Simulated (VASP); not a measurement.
```yaml
crystal:
  lattice:
    - [6.22890, 0.00000, 0.00000]
    - [0.00000, 6.22890, 0.00000]
    - [0.00000, 0.00000, 6.22890]
  atoms:
    - { symbol: Cs, position: [0.00000, 0.00000, 0.00000] }
    - { symbol: Sn, position: [0.50000, 0.50000, 0.50000] }
    - { symbol: I, position: [0.50000, 0.00000, 0.50000] }
    - { symbol: I, position: [0.00000, 0.50000, 0.50000] }
    - { symbol: I, position: [0.50000, 0.50000, 0.00000] }
```

All values below come from optB88-vdW, VASP's PBE PAW potentials (set 64) (plane waves; VASP). Settings: 520 eV cut-off, Gaussian smearing of 0.050 eV, potentials Cs_sv Sn_d I.

Unless said otherwise, spin-orbit coupling is left out, though it shifts the bands of the heavy elements here.

Give the energies of bands 13 to 25 at the high-symmetry points, in eV from the valence-band maximum.

| band | Γ | X | M | R |
|---|---|---|---|---|
| 13 | -6.25 | -7.07 | -7.75 | -8.39 |
| 14 | -4.50 | -4.39 | -4.23 | -3.10 |
| 15 | -4.50 | -4.39 | -3.28 | -3.10 |
| 16 | -4.50 | -2.91 | -2.55 | -3.10 |
| 17 | -2.17 | -2.41 | -2.55 | -2.34 |
| 18 | -2.17 | -2.41 | -2.48 | -2.34 |
| 19 | -2.17 | -2.34 | -2.48 | -1.58 |
| 20 | -2.02 | -2.14 | -2.35 | -1.58 |
| 21 | -2.02 | -2.14 | -1.60 | -1.58 |
| 22 | -2.02 | -1.47 | -0.73 | 0.00 |
| 23 | 2.18 | 1.18 | 0.88 | 0.45 |
| 24 | 3.13 | 3.72 | 0.88 | 0.45 |
| 25 | 3.13 | 3.94 | 4.04 | 0.45 |

The gap is direct, 0.45 eV, from the valence maximum at R to the conduction minimum at R.

The compound is CsSnI3 in the cubic perovskite structure, the ideal cubic form; the compound distorts at low or room temperature. It was relaxed first.
